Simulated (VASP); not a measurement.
Here is the system:

```
CELL_PARAMETERS angstrom
      0.00000     2.19564     2.19564
      2.19564     0.00000     2.19564
      2.19564     2.19564     0.00000
ATOMIC_POSITIONS crystal
  Si 0.00000 0.00000 0.00000
  C  0.25000 0.25000 0.25000
```

Method: PBE GGA with D3 dispersion (Becke-Johnson damping), VASP's PBE PAW potentials (set 64) (plane waves; VASP). Numerical set-up: 520 eV cut-off, 10×10×10 Γ-centred mesh, Gaussian smearing of 0.050 eV, potentials Si C.

Q: Give the stress tensor in GPa (positive for a compressed cell).

A: 
```
-6.15   0.00   0.00
 0.00  -6.15   0.00
 0.00   0.00  -6.15
```
The pressure is its mean diagonal, -6.15 GPa.

The compound is SiC in the zinc blende structure. This cell is one point of a volume scan, at 1.03 of the reference volume.
